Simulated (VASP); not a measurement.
Here is the system:

```xyz
2
Lattice="0.0000 2.9115 2.9115 2.9115 0.0000 2.9115 2.9115 2.9115 0.0000" Properties=species:S:1:pos:R:3 pbc="T T T"
In     0.0000     0.0000     0.0000
P      1.4558     1.4558     1.4558
```

These are PBE0 hybrid, VASP's PBE PAW potentials (set 64) (plane waves; VASP) values and carry that method's errors. Settings: 300 eV cut-off, 7×7×7 Γ-centred mesh, Gaussian smearing of 0.020 eV, potentials In_d P.

At this cut-off the stress carries a Pulay error, which pulls relaxed volumes low.

Question: Give the stress tensor in GPa (positive for a compressed cell).

Answer: 
```
2.40  0.00  0.00
0.00  2.40  0.00
0.00  0.00  2.40
```
The pressure is its mean diagonal, 2.40 GPa.

The structure comes from a computed database's InP entry; how it stands against other phases isn't given here. The cell was not relaxed at this level.
